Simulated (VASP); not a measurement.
Consider the following.

```
CELL_PARAMETERS angstrom
      2.95611     0.00000     0.00000
      0.00000     2.95611     0.00000
      0.00000     0.00000     2.95611
ATOMIC_POSITIONS crystal
  Al 0.50000 0.50000 0.50000
  Ru 0.00000 0.00000 0.00000
```

Method: LDA (Ceperley-Alder, Perdew-Zunger), VASP's LDA PAW potentials (set 64) (plane waves; VASP). Settings: 520 eV cut-off, 12×12×12 Γ-centred mesh, first-order Methfessel-Paxton smearing of 0.10 eV, potentials Al Ru_pv.

Question: The job: RuAl (CsCl type), 2 atoms, LDA, static run, 520 eV, 12×12×12 Γ-centred mesh. Roughly how much core time does it take on a busy server core?

Answer: About 7 core-seconds (one run on a shared machine, a rough figure). It had 84 irreducible k-points, 12 bands, up to 739 plane waves and 12 electronic steps.

The compound is RuAl in the CsCl type structure. It was relaxed first. The electron count is odd and the run is not spin-polarised, which forces a metal.
